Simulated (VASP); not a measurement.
Input:

```yaml
crystal:
  lattice:
    - [1.63422, -2.83055, 0.00000]
    - [1.63422, 2.83055, 0.00000]
    - [0.00000, 0.00000, 12.94098]
  atoms:
    - { symbol: Mo, position: [0.33333, 0.66667, 0.25000] }
    - { symbol: Mo, position: [0.66667, 0.33333, 0.75000] }
    - { symbol: Se, position: [0.33333, 0.66667, 0.87883] }
    - { symbol: Se, position: [0.66667, 0.33333, 0.37883] }
    - { symbol: Se, position: [0.66667, 0.33333, 0.12117] }
    - { symbol: Se, position: [0.33333, 0.66667, 0.62117] }
```

All values below come from PBEsol GGA with spin-orbit coupling, VASP's PBE PAW potentials (set 64) (plane waves; VASP). Settings: 400 eV cut-off, 7×7×2 Γ-centred mesh, Gaussian smearing of 0.050 eV, potentials Mo_sv Se.

The path is coarsely sampled, so an indirect gap can come out somewhat too large. Without a dispersion term in the relaxation, distances and binding between the weakly bound layers, chains or molecules are unreliable, and so is what depends on them.

**Question.** What does the run give for the energy per atom (σ→0), band gap (over mesh and band path) with the smallest direct gap where there is one?

**Answer.** 
```
Item                                                            Value
---------------------------------------------  ----------------------
band gap (over mesh and band path)                            0.83 eV
smallest direct gap (over mesh and band path)                 1.44 eV
energy per atom (σ→0)                          -700.1 kJ/mol of atoms
```

Only differences to runs with the same potentials and settings are physical.

The compound is MoSe2 in the 2H layered structure. It was relaxed first.
